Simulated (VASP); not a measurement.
A convergence study with VASP on BAs (zinc blende): one setting is varied, all else stays as given below, so the limit is that of these other settings. ε∞ is the independent-particle value.

```
CELL_PARAMETERS angstrom
      0.00000     2.39000     2.39000
      2.39000     0.00000     2.39000
      2.39000     2.39000     0.00000
ATOMIC_POSITIONS crystal
  B  0.00000 0.00000 0.00000
  As 0.25000 0.25000 0.25000
```

Computed with LDA (Ceperley-Alder, Perdew-Zunger), VASP's LDA PAW potentials (set 64) (plane waves; VASP 6.6.1). The tightest run used: 700 eV cut-off, 8×8×8 Γ-centred mesh, Gaussian smearing of 0.050 eV, potentials B As.

### Question
The settings run are NBANDS = 5; NBANDS = 6; NBANDS = 8; NBANDS = 12; NBANDS = 20; NBANDS = 36; NBANDS = 68; NBANDS = 132. From which on does the mean ε∞ stay within 0.1  of the tightest run?

### Answer
From NBANDS = 12 on: it is off by 0.04 there and by no more than 0.1 in any finer run, while NBANDS = 8 is off by 0.22.
| setting | mean ε∞ | bands | difference judged () |
|---|---|---|---|
| NBANDS = 5 | 7.60 | 5 | 3.02 |
| NBANDS = 6 | 9.27 | 6 | 1.34 |
| NBANDS = 8 | 10.39 | 8 | 0.22 |
| NBANDS = 12 | 10.58 | 12 | 0.04 |
| NBANDS = 20 | 10.60 | 20 | 0.02 |
| NBANDS = 36 | 10.60 | 36 | 0.02 |
| NBANDS = 68 | 10.61 | 68 | 0.01 |
| NBANDS = 132 | 10.62 | 132 | 0.00 |

Left out are rungs that failed or repeat a setting and relaxations that didn't move; long series are thinned to 24 rows.

The compound is BAs in the zinc blende structure. The cell was not relaxed at this level.
